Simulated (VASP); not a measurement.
```
Bi
1.0
    4.24872    -2.32027     0.00000
    4.24872     2.32027     0.00000
    2.98159     0.00000     3.81384
Bi
2
Direct
  0.23400   0.23400   0.23400
  0.76600   0.76600   0.76600
```

These are PBE GGA, VASP's PBE PAW potentials (set 64) (plane waves; VASP) values and carry that method's errors. Run with 300 eV cut-off, 11×11×11 Γ-centred mesh, Gaussian smearing of 0.10 eV, potentials Bi_d.

At this cut-off the stress carries a Pulay error, which pulls relaxed volumes low. Energy and stress use the plane-wave basis of the starting cell.

### Question
The ions, cell shape and volume are relaxed. Which structure does the run end with?

### Answer

```
Bi
1.0
    4.20983    -2.28471     0.00872
    4.20983     2.28471     0.00872
    2.96213     0.00000     3.76410
Bi
2
Direct
  0.23481   0.23481   0.23481
  0.76519   0.76519   0.76519
```
Space group R-3m (166), at a tolerance of 0.03 Å.

### Question
How do energy and volume change from the first to the last step?

### Answer
The energy (σ→0) changes by -6.7 meV/atom and the volume by -3.9 %, in 10 ionic steps.

The structure is a typed Bi crystal. This run relaxes it. Symmetry was kept, so distortions that lower it aren't found. The run is one of a series of settings (EDIFFG = -0.01, IBRION = 2, ISIF = 3, NSW = 50 against the base run), some of them coarse on purpose.
